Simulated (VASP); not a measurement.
These are LDA (Ceperley-Alder, Perdew-Zunger), VASP's LDA PAW potentials (set 64) (plane waves; VASP 6.6.1) values and carry that method's errors.

Input for VASP

INCAR:
```
ENCUT=400
SYSTEM=SiO2
ISIF=2
LCHARG=.FALSE.
LASPH=.TRUE.   # aspherical one-centre terms
SIGMA=0.01   # width (eV)
LWAVE=.FALSE.
ALGO=Normal   # blocked Davidson
LREAL=.FALSE.   # projection in real space or not
EDIFF=1E-6   # SCF stop (eV)
NELM=100   # most electronic steps
PREC=Accurate
ISMEAR=0   # Gaussian
```

**POSCAR**
```
SiO2
1
    4.8441940000     0.0000000000     0.0000000000
   -2.4220970000     4.1951960000     0.0000000000
    0.0000000000     0.0000000000     5.3530890000
Si O
3 6
Direct
  0.5310900000   0.5310900000   0.0000000000
  0.4689100000   0.0000000000   0.3333330000
  0.0000000000   0.4689100000   0.6666670000
  0.2692200000   0.4133900000   0.7848900000
  0.5866100000   0.8558300000   0.1182230000
  0.1441700000   0.7307800000   0.4515570000
  0.4133900000   0.2692200000   0.2151100000
  0.8558300000   0.5866100000   0.8817770000
  0.7307800000   0.1441700000   0.5484430000
```

KPOINTS:
```
K-points
0
gamma
 4 4 3
```

POTCAR, in this order: Si O (LDA.64 set). Program: vasp_std.

What VASP printed:

File OSZICAR:
```
       N       E                     dE             d eps       ncg     rms          rms(c)
DAV:   1     0.252620231265E+03    0.25262E+03   -0.22525E+04   522   0.125E+03
DAV:   2    -0.720988656890E+02   -0.32472E+03   -0.31837E+03   671   0.312E+02
DAV:   3    -0.878322926427E+02   -0.15733E+02   -0.15698E+02   612   0.791E+01
DAV:   4    -0.880166950595E+02   -0.18440E+00   -0.18422E+00   620   0.923E+00
DAV:   5    -0.880200643920E+02   -0.33693E-02   -0.33683E-02   607   0.122E+00    0.270E+01
DAV:   6    -0.782522746366E+02    0.97678E+01   -0.41850E+01   582   0.357E+01    0.132E+01
DAV:   7    -0.780513576402E+02    0.20092E+00   -0.10850E+00   642   0.554E+00    0.483E+00
DAV:   8    -0.779609111434E+02    0.90446E-01   -0.62946E-02   602   0.191E+00    0.159E+00
DAV:   9    -0.779502759596E+02    0.10635E-01   -0.16152E-02   612   0.950E-01    0.270E-01
DAV:  10    -0.779506225283E+02   -0.34657E-03   -0.21438E-03   597   0.287E-01    0.861E-02
DAV:  11    -0.779505505685E+02    0.71960E-04   -0.59785E-04   612   0.152E-01    0.286E-02
DAV:  12    -0.779505509043E+02   -0.33583E-06   -0.13747E-05   597   0.247E-02    0.748E-03
DAV:  13    -0.779505513807E+02   -0.47642E-06   -0.12208E-06   391   0.721E-03
   1 F= -.77950551E+02 E0= -.77950551E+02  d E =-.145386E-16
```

File OUTCAR:
```
------------------------ aborting loop because EDIFF is reached ----------------------------------------
  FORCE on cell =-STRESS in cart. coord.  units (eV):
  Direction    XX          YY          ZZ          XY          YZ          ZX
  --------------------------------------------------------------------------------------
  Total        1.9668555      1.9668564      1.8908804      0.0000000      0.0000000      0.0000000
  in kB       28.9670844     28.9670973     27.8481532      0.0000000      0.0000000      0.0000000
  external PRESSURE =      28.5941116 kB  Pullay stress =       0.0000000 kB
  volume of cell :      108.79
      direct lattice vectors                 reciprocal lattice vectors
     4.844194000  0.000000000  0.000000000     0.206432690  0.119183943  0.000000000
    -2.422097000  4.195196000  0.000000000     0.000000000  0.238367886  0.000000000
     0.000000000  0.000000000  5.353089000     0.000000000  0.000000000  0.186808028
 POSITION                                       TOTAL-FORCE (eV/Angst)
 -----------------------------------------------------------------------------------
      1.28635      2.22803      0.00000         0.017951      0.031092     -0.000000
      2.27149      0.00000      1.78436        -0.035902     -0.000000     -0.000000
     -1.13575      1.96717      3.56873         0.017951     -0.031092     -0.000000
      0.30288      1.73425      4.20159         0.233286     -0.348767     -0.242561
      0.76875      3.59037      0.63286         0.185398      0.376415     -0.242561
     -1.07163      3.06577      2.41722        -0.418684     -0.027648     -0.242561
      1.35046      1.12943      1.15150        -0.418684      0.027648      0.242561
      2.72498      2.46094      4.72023         0.233286      0.348767      0.242561
      3.19085      0.60482      2.93586         0.185398     -0.376415      0.242561
 -----------------------------------------------------------------------------------
    total drift:                                0.002732     -0.001295      0.000000
  FREE ENERGIE OF THE ION-ELECTRON SYSTEM (eV)
  ---------------------------------------------------
  free  energy   TOTEN  =       -77.9505513807 eV

  energy  without entropy=      -77.9505513807  energy(sigma->0) =      -77.95055138
```
(Selected blocks of OUTCAR.)

### OUTCAR
```
 val. band max:        1.1166045964   @ k =   0.2500   0.2500   0.0000

 cond. band min:       7.1447563087   @ k =   0.0000   0.0000   0.0000


 Fermi energy:         1.1727408443

 k-point     1 :       0.0000    0.0000    0.0000
  band No.  band energies     occupation
      1     -18.2622      2.00000
      2     -16.6093      2.00000
      3     -16.6093      2.00000
      4     -15.8926      2.00000
      5     -15.8534      2.00000
      6     -15.8534      2.00000
      7      -7.2098      2.00000
      8      -7.2098      2.00000
      9      -4.4460      2.00000
     10      -4.3907      2.00000
     11      -4.2286      2.00000
     12      -4.2286      2.00000
     13      -2.0019      2.00000
     14      -2.0018      2.00000
     15      -1.7086      2.00000
     16      -1.4209      2.00000
     17      -0.4251      2.00000
     18      -0.4251      2.00000
     19      -0.3956      2.00000
     20       0.0811      2.00000
     21       0.0812      2.00000
     22       0.4307      2.00000
     23       0.8027      2.00000
     24       0.8028      2.00000
     25       7.1448      0.00000
     26      10.3451      0.00000
     27      10.3451      0.00000
     28      10.8762      0.00000
     29      10.8762      0.00000

 k-point     2 :       0.2500    0.0000    0.0000
  band No.  band energies     occupation
      1     -18.0696      2.00000
      2     -16.8279      2.00000
      3     -16.5784      2.00000
      4     -15.9485      2.00000
      5     -15.8929      2.00000
      6     -15.8669      2.00000
      7      -7.2886      2.00000
      8      -6.8216      2.00000
      9      -4.5202      2.00000
     10      -4.4801      2.00000
     11      -4.3568      2.00000
     12      -3.9110      2.00000
     13      -2.1884      2.00000
     14      -1.8587      2.00000
     15      -1.6597      2.00000
     16      -1.1406      2.00000
     17      -0.9962      2.00000
     18      -0.5062      2.00000
     19      -0.4471      2.00000
...
```

At this cut-off the stress carries a Pulay error, which pulls relaxed volumes low.

The structure comes from a computed database's SiO2 entry; how it stands against other phases isn't given here. The cell was not relaxed at this level. The run is one of a series of settings (GGA removed, POTCAR Si O (LDA.64 set) against the base run), some of them coarse on purpose.
